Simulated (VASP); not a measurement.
Here is the system:

```
CELL_PARAMETERS angstrom
      0.00000     2.95754     2.95754
      2.95754     0.00000     2.95754
      2.95754     2.95754     0.00000
ATOMIC_POSITIONS crystal
  Ca 0.00000 0.00000 0.00000
  Se 0.50000 0.50000 0.50000
```

Method: PBE GGA with D3 dispersion (zero damping), VASP's PBE PAW potentials (set 64) (plane waves; VASP 6.6.1). Numerical set-up: 520 eV cut-off, 9×9×9 Γ-centred mesh, tetrahedra with Blöchl corrections, potentials Ca_sv Se.

Task: Predict the energy per atom (σ→0).

Result: 
| Item | Result |
|---|---|
| energy per atom (σ→0) | -4.965 eV/atom |

The compound is CaSe in the rock salt structure. It was relaxed first.
